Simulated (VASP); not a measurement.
Energy against volume of AgCl (rock salt). Calculation: r2SCAN+rVV10, VASP's PBE PAW potentials (set 64) (plane waves; VASP). Numerical set-up: 520 eV cut-off, 8×8×8 Γ-centred mesh, Gaussian smearing of 0.050 eV, potentials Ag Cl.

```
V (Å³/atom)  E (eV/atom)
-----------  -----------
19.548         -14.03141
20.172         -14.04320
20.795         -14.04713
21.419         -14.04450
```

Fit these four points and predict the energy of the run at 22.043 Å³/atom.

A cubic in V^(−2/3), the third-order Birch-Murnaghan form, passes through the four points with V0 = 20.84 Å³/atom and B0 = 55 GPa, and gives -14.0364 eV/atom there. The run gave -14.0364 eV/atom, -0.0 meV/atom from the fit; all five points give B0 = 55 GPa.

The compound is AgCl in the rock salt structure. It was relaxed first.
